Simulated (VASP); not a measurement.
Output of a VASP run:

File OUTCAR:
```
 ion  position               nearest neighbor table
   1  0.237  0.237  0.237-   2 3.08   2 3.08   2 3.08   2 3.45   2 3.45   2 3.45
   2  0.763  0.763  0.763-   1 3.08   1 3.08   1 3.08   1 3.45   1 3.45   1 3.45
  LATTYP: Found a trigonal (rhomboedric) cell.
 ALAT       =     4.6773161493
 COS(alpha) =     0.5323797561
 Subroutine PRICEL returns:
 Original cell was already a primitive cell.
 Subroutine GETGRP returns: Found 12 space group operations
The static configuration has the point symmetry D_3d.
The dynamic configuration has the point symmetry D_3d.
 Subroutine INISYM returns: Found 12 space group operations
 Subroutine IBZKPT returns following result:
 Found     85 irreducible k-points:

 Following reciprocal coordinates:
            Coordinates               Weight
  0.000000  0.000000  0.000000      1.000000
  0.111111 -0.000000 -0.000000      6.000000
  0.222222  0.000000  0.000000      6.000000
  0.333333  0.000000  0.000000      6.000000
  0.444444  0.000000  0.000000      6.000000
  0.111111  0.111111 -0.000000      6.000000
  0.222222  0.111111 -0.000000     12.000000
  0.333333  0.111111 -0.000000     12.000000
  0.444444  0.111111  0.000000     12.000000
 -0.444444  0.111111  0.000000     12.000000
 -0.333333  0.111111  0.000000     12.000000
 -0.222222  0.111111 -0.000000     12.000000
 -0.111111  0.111111  0.000000      6.000000
  0.222222  0.222222  0.000000      6.000000
  0.333333  0.222222  0.000000     12.000000
  0.444444  0.222222  0.000000     12.000000
 -0.444444  0.222222 -0.000000     12.000000
 -0.333333  0.222222  0.000000     12.000000
 -0.222222  0.222222  0.000000      6.000000
  0.333333  0.333333 -0.000000      6.000000
  0.444444  0.333333 -0.000000     12.000000
 -0.444444  0.333333 -0.000000     12.000000
 -0.333333  0.333333  0.000000      6.000000
  0.444444  0.444444  0.000000      6.000000
 -0.444444  0.444444  0.000000      6.000000
  0.111111  0.111111  0.111111      2.000000
  0.222222  0.111111  0.111111      6.000000
  0.333333  0.111111  0.111111      6.000000
  0.444444  0.111111  0.111111      6.000000
 -0.444444  0.111111  0.111111      6.000000
 -0.333333  0.111111  0.111111      6.000000
 -0.222222  0.111111  0.111111      6.000000
 -0.111111  0.111111  0.111111      6.000000
  0.222222  0.222222  0.111111      6.000000
  0.333333  0.222222  0.111111     12.000000
  0.444444  0.222222  0.111111     12.000000
 -0.444444  0.222222  0.111111     12.000000
 -0.333333  0.222222  0.111111     12.000000
 -0.222222  0.222222  0.111111     12.000000
 -0.111111  0.222222  0.111111     12.000000
   k-points           NKPTS =     85   k-points in BZ     NKDIM =     85   number of bands    NBANDS=     19
   number of dos      NEDOS =    301   number of ions     NIONS =      2
   total plane-waves  NPLWV =  32768
   dimension x,y,z NGX =    32 NGY =   32 NGZ =   32
   dimension x,y,z NGXF=    64 NGYF=   64 NGZF=   64
   ions per type =               2
   PREC   = accura    normal or accurate (medium, high low for compatibility)
   ISTART =      0    job   : 0-new  1-cont  2-samecut
   ICHARG =      2    charge: 1-file 2-atom 10-const
   ISPIN  =      1    spin polarized calculation?
   LNONCOLLINEAR =      F non collinear calculations
   LSORBIT =      F    spin-orbit coupling
   INIWAV =      1    electr: 0-lowe 1-rand  2-diag
   ENCUT  =  400.0 eV  29.40 Ry    5.42 a.u.   7.63  7.63  7.63*2*pi/ulx,y,z
   NELM   =    100;   NELMIN=  2; NELMDL= -5     # of ELM steps
   EDIFF  = 0.1E-05   stopping-criterion for ELM
   LREAL  =      F    real-space projection
   NLSPLINE    = F    spline interpolate recip. space projectors
   LMAXMIX     =    4 max onsite mixed and CHGCAR
   VOSKOWN=      0    Vosko Wilk Nusair interpolation
   EDIFFG = -.1E-01   stopping-criterion for IOM
   NSW    =     60    number of steps for IOM
   NBLOCK =      1;   KBLOCK =     60    inner block; outer block
...
```

File OSZICAR:
```
       N       E                     dE             d eps       ncg     rms          rms(c)
DAV:   1     0.273014560606E+03    0.27301E+03   -0.14678E+04  3230   0.163E+03
DAV:   2     0.130891430623E+02   -0.25993E+03   -0.25608E+03  3266   0.421E+02
DAV:   3    -0.789628985721E+01   -0.20985E+02   -0.20677E+02  3728   0.146E+02
DAV:   4    -0.859548970703E+01   -0.69920E+00   -0.69750E+00  3646   0.294E+01
DAV:   5    -0.862865536222E+01   -0.33166E-01   -0.33164E-01  4367   0.558E+00    0.105E+00
DAV:   6    -0.861742474375E+01    0.11231E-01   -0.22510E-02  3829   0.184E+00    0.611E-01
DAV:   7    -0.861301679457E+01    0.44079E-02   -0.14194E-02  3886   0.153E+00    0.120E-01
DAV:   8    -0.861297537429E+01    0.41420E-04   -0.14832E-03  3477   0.508E-01    0.176E-02
DAV:   9    -0.861298344097E+01   -0.80667E-05   -0.61689E-05  4788   0.690E-02    0.827E-03
DAV:  10    -0.861298253783E+01    0.90315E-06   -0.28116E-06  2757   0.149E-02
   1 F= -.86129825E+01 E0= -.86130117E+01  d E =-.861298E+01
```

**OUTCAR**
```
------------------------ aborting loop because EDIFF is reached ----------------------------------------
  FORCE on cell =-STRESS in cart. coord.  units (eV):
  Direction    XX          YY          ZZ          XY          YZ          ZX
  --------------------------------------------------------------------------------------
  Total       -0.0169950     -0.0021321     -0.0037727      0.0000000      0.0000000     -0.0049381
  in kB       -0.3960170     -0.0496817     -0.0879124      0.0000000      0.0000000     -0.1150679
  external PRESSURE =      -0.1778704 kB  Pullay stress =       0.0000000 kB
  volume of cell :       68.76
      direct lattice vectors                 reciprocal lattice vectors
     4.094131141 -2.261665292 -0.015705603     0.121765274 -0.221076037 -0.094042869
     4.094131141  2.261665292 -0.015705603     0.121765274  0.221076037 -0.094042869
     2.859010380  0.000000000  3.701803077     0.001033225  0.000000000  0.269340637
 POSITION                                       TOTAL-FORCE (eV/Angst)
 -----------------------------------------------------------------------------------
      2.61414      0.00000      0.86853         0.003577      0.000000      0.001188
      8.43313      0.00000      2.80186        -0.003577      0.000000     -0.001188
 -----------------------------------------------------------------------------------
    total drift:                                0.000000      0.000000      0.000000
  FREE ENERGIE OF THE ION-ELECTRON SYSTEM (eV)
  ---------------------------------------------------
  free  energy   TOTEN  =        -8.6129825378 eV

  energy  without entropy=       -8.6130700185  energy(sigma->0) =       -8.61301170

 reached required accuracy - stopping structural energy minimisation
```
(Selected blocks of OUTCAR.)

File POSCAR:
```
Bi
1
    4.0941311410    -2.2616652923    -0.0157056033
    4.0941311410     2.2616652923    -0.0157056033
    2.8590103799    -0.0000000000     3.7018030766
Bi
2
Direct
  0.2366323659   0.2366323659   0.2366323659
  0.7633676341   0.7633676341   0.7633676341
```

Problem. Reconstruct the remaining input files.

Solution. One answer among several that fit: the input of the run itself, PBEsol GGA, plane waves, VASP's PBE PAW potentials (set 64).

### KPOINTS
```
Automatic mesh
0
Gamma
9 9 9
0 0 0
```

INCAR:
```
SYSTEM = Bi
PREC = Accurate
ENCUT = 400
EDIFF = 1E-6
NELM = 100
ALGO = Normal
LREAL = .FALSE.
LASPH = .TRUE.
ISMEAR = 1
SIGMA = 0.1
GGA = PS
LMAXMIX = 4
LWAVE = .FALSE.
LCHARG = .FALSE.
IBRION = 2
ISIF = 3
NSW = 60
EDIFFG = -0.01
```

POTCAR, in this order: Bi_d (PBE.64 set). Program: vasp_std.

The compound is Bi in the a7 structure. It was relaxed first. The start is the result of an earlier pass.
